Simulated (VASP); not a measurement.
Runs of VASP 6.6.1 on Ti. It takes space group P6_3/mmc (No. 194, hexagonal). The conventional cell has a = 2.950 Å, b = 2.950 Å, c = 4.680 Å, α = 90.00°, β = 90.00°, γ = 120.00°. Ti (site symmetry -6m2) is surrounded by 12 Ti at 2.89 to 2.95 Å. 

```csv
level,potentials or basis,gap on the mesh (eV),pressure (GPa),relaxed volume (Å³/atom)
PBE,"VASP PAW PBE potentials, release 64 (Ti_sv)",none,-0.1,17.36
LDA,"VASP PAW LDA potentials, release 64 (Ti_sv)",none,0.0,(a)
PBEsol,"VASP PAW PBE potentials, release 64 (Ti_sv)",none,0.0,16.68
r2SCAN,"VASP PAW PBE potentials, release 64 (Ti_sv)",none,0.0,17.37
```

Alike in all rows: task relaxation of cell and atoms; no spin polarisation; cell relaxed; k mesh 21 × 21 × 12; cutoff (eV) 600; smearing fermi-dirac 0.05 eV.

**Question.** Fill in the values left out.

**Answer.** (a) 16.08.

Caveats: the PAW data sets were made with another functional, which shifts forces and pressure a little (some runs).

A k mesh can miss the band edges.

A gap of «none» marks a metal or a gap under the smearing width.

Not every run made on this cell is shown here.
